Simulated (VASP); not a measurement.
Here is the system:

```yaml
crystal:
  lattice:
    - [0.00000, 2.75144, 2.75144]
    - [2.75144, 0.00000, 2.75144]
    - [2.75144, 2.75144, 0.00000]
  atoms:
    - { symbol: Ga, position: [0.00000, 0.00000, 0.00000] }
    - { symbol: P, position: [0.25000, 0.25000, 0.25000] }
```

Computed with PBE GGA, VASP's PBE PAW potentials (set 64) (plane waves; VASP 6.6.1). Settings: 350 eV cut-off, Gaussian smearing of 0.050 eV, potentials Ga_d P.

Problem. Give the energies of bands 7 to 12 at the high-symmetry points, in eV from the valence-band maximum.

Solution. 
```tsv
band	Γ	X	U	L	W
7	0.00	-6.62	-6.42	-6.47	-6.43
8	0.00	-2.58	-3.79	-1.08	-3.44
9	0.00	-2.58	-2.17	-1.08	-3.28
10	1.59	1.71	2.21	1.58	4.70
11	3.90	1.85	4.75	4.73	4.74
12	3.90	10.38	8.14	4.73	6.02
```

The gap is indirect, 1.58 eV, from the valence maximum at Γ to the conduction minimum at L.

Measured: gap 2.43 eV (computed value off by -0.85 eV), as given by Wei Chen et al., Physical Review Materials (2018), doi:10.1103/physrevmaterials.2.073803 [zero-point renormalisation of 0.08 eV added back (the table's ZPR column)].

The compound is GaP in the zinc blende structure. It was relaxed first.
